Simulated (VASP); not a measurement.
Here is the system:

```
CELL_PARAMETERS angstrom
      1.59066    -2.82055     0.00000
      1.59066     2.82055     0.00000
      0.00000     0.00000     5.19930
ATOMIC_POSITIONS crystal
  Mg 0.33333 0.66667 0.25000
  Mg 0.68139 0.34805 0.75000
```

The numbers are results of PBE GGA, VASP's PBE PAW potentials (set 64) (plane waves; VASP), not measurements. Numerical set-up: EDIFF = 1E-4, 400 eV cut-off, 12×12×7 Γ-centred mesh, first-order Methfessel-Paxton smearing of 0.10 eV, potentials Mg.

Task: Estimate the energy per atom (σ→0), band gap (on the k-mesh) with the smallest direct gap where there is one.

Result: 
| Item | Value |
|---|---|
| band gap (on the k-mesh) | none (metal, semimetal or under 0.01 eV) |
| energy per atom (σ→0) | -1.504 eV/atom |

The absolute energy has meaning only against runs of the same code, potentials and settings.

The compound is Mg in the hcp structure. The cell was not relaxed at this level, atoms are displaced from their ideal sites. The run is one of a series of settings (EDIFF = 1E-4 against the base run), some of them coarse on purpose.
